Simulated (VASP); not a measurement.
An input for Quantum ESPRESSO's pw.x (written as the equivalent of a VASP run, and not itself run):

```
&CONTROL
  calculation = 'scf'
  pseudo_dir = './pseudo'
  outdir = './out'
  tprnfor = .true.
  tstress = .true.
/
&SYSTEM
  ibrav = 0
  nat = 1
  ntyp = 1
  ecutwfc = 84
  occupations = 'smearing'
  smearing = 'methfessel-paxton'
  degauss = 0.00735
  input_dft = 'revpbe'
/
&ELECTRONS
  conv_thr = 7.3e-09
  electron_maxstep = 100
/
ATOMIC_SPECIES
  V 50.941 V.upf
CELL_PARAMETERS angstrom
    -1.4760227    1.4760227    1.4760227
     1.4760227   -1.4760227    1.4760227
     1.4760227    1.4760227   -1.4760227
ATOMIC_POSITIONS crystal
  V    0.0000000  0.0000000  0.0000000
K_POINTS automatic
  17 17 17 0 0 0
```

Q: Translate this input to VASP (INCAR, KPOINTS, POSCAR, choice of POTCAR).

A: One answer among several that fit: 
**POSCAR**
```
V
1
   -1.4760227006     1.4760227006     1.4760227006
    1.4760227006    -1.4760227006     1.4760227006
    1.4760227006     1.4760227006    -1.4760227006
V
1
Direct
  0.0000000000   0.0000000000   0.0000000000
```

KPOINTS:
```
Automatic mesh
0
Gamma
17 17 17
0 0 0
```

INCAR:
```
SYSTEM  =  V
PREC  =  Accurate; ENCUT  =  520; LREAL  =  .FALSE.
LASPH  =  .TRUE.
EDIFF  =  1E-7; NELM  =  100; ALGO  =  Normal
LMAXMIX  =  4
ISMEAR  =  1; SIGMA  =  0.1
GGA  =  RE
ISIF  =  2
LWAVE  =  .FALSE.; LCHARG  =  .FALSE.
```

POTCAR, in this order: V_sv (PBE.64 set). Program: vasp_std.

The two are equivalent in intent, not identical: the potentials are each code's own (VASP's PAW set, PseudoDojo norm-conserving files in pw.x), so ENCUT and ecutwfc are chosen apart and not converted; conv_thr bounds pw.x's estimated SCF error, while EDIFF bounds the energy change between steps.

The compound is V in the bcc structure. This cell is one point of a volume scan, at 0.94 of the reference volume.
